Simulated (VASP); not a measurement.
A run of VASP 6.6.1 is set up as follows.

The input INCAR:

```
PREC = Accurate ; ENCUT = 520
EDIFF = 1E-7 ; ISMEAR = -1
SIGMA = 0.1 ; LREAL = Auto
LASPH = T ; NELM = 80
ALGO = Fast ; ISIF = 2
LWAVE = F ; LCHARG = F
NBANDS = 52
```

Contents of KPOINTS:

```
Automatic mesh
0
Gamma
  2 2 1
```

POSCAR

```
Be27H2N
1.0
    6.8700000000      0.0000000000      0.0000000000
    3.4350000000      5.9495950000      0.0000000000
    0.0000000000      0.0000000000     17.5884300000
Be N H
27 1 2
Direct
    0.0000000000      0.0000000000      0.0568555579
    0.3333333333      0.0000000000      0.0568555579
    0.6666666667      0.0000000000      0.0568555579
   -0.0000001401      0.3333336135      0.0568555579
    0.3333331933      0.3333336135      0.0568555579
    0.6666665266      0.3333336135      0.0568555579
   -0.0000002801      0.6666672269      0.0568555579
    0.3333330532      0.6666672269      0.0568555579
    0.6666663865      0.6666672269      0.0568555579
   -0.1117367264      0.2226874266      0.1619416855
    0.2226907235      0.2222168064      0.1601279932
    0.5550363362      0.2226201952      0.1600597666
   -0.1108758082      0.5559874244      0.1602644466
    0.2221581620      0.5555672277      0.1600085966
    0.5550127944      0.5556512670      0.1600768232
   -0.1109180864      0.8882117186      0.1601848488
    0.2228093051      0.8884134130      0.1601507355
    0.5554392832      0.8889176490      0.1602360188
    0.0006885192     -0.0012605900      0.2664933709
    0.3335293173     -0.0001008472      0.2627977597
    0.6666084425      0.0000000000      0.2631275219
    0.0006676277      0.3336865787      0.2672324932
    0.3333500011      0.3332999977      0.2631616352
    0.6651826939      0.3339723124      0.2656860220
    0.0001475321      0.6666336112      0.2631786919
    0.3333498611      0.6666336112      0.2631445786
    0.6664199789      0.6668689213      0.2634515986
    0.8922475760      0.2396969878      0.4357864801
    0.7523287125      0.2867253990      0.4703489737
    1.0320052028      0.1896431606      0.4707014782
```

Potentials or basis: VASP PAW LDA potentials, release 64 (Be, N, H).

Run with:

```sh
$ cat potpaw_LDA.64/Be/POTCAR potpaw_LDA.64/N/POTCAR potpaw_LDA.64/H/POTCAR > POTCAR
$ mpirun -np 1 vasp_std > vasp.out
```

(1) Predict the band gap on the k mesh.

(2) Estimate the largest force.

## Answers

(1) none (metal or under the smearing width).

(2) 0.430 eV/Å.

Caveat: the k mesh is coarse (spacing up to 0.53 Å⁻¹), so the values aren't converged.
